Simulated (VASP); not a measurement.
Take AgBr (rock salt), against free atoms with fixed spin and no zero-point term, in VASP with PAW potentials, and its cohesive energy.

**Question.** One run gives 3.05 eV/atom. Which level is it?
A. PBE
B. LDA
C. PBEsol

**Answer.** B, LDA.  The others give 2.63 (PBEsol), 2.27 (PBE).

Only levels that ran to the end are used. Left out are those held back, those with too coarse a band path, GW runs whose mesh misses a band edge, hybrids' fits of cells that aren't cubic and levels without matching references; a question may draw on a part of the rest.
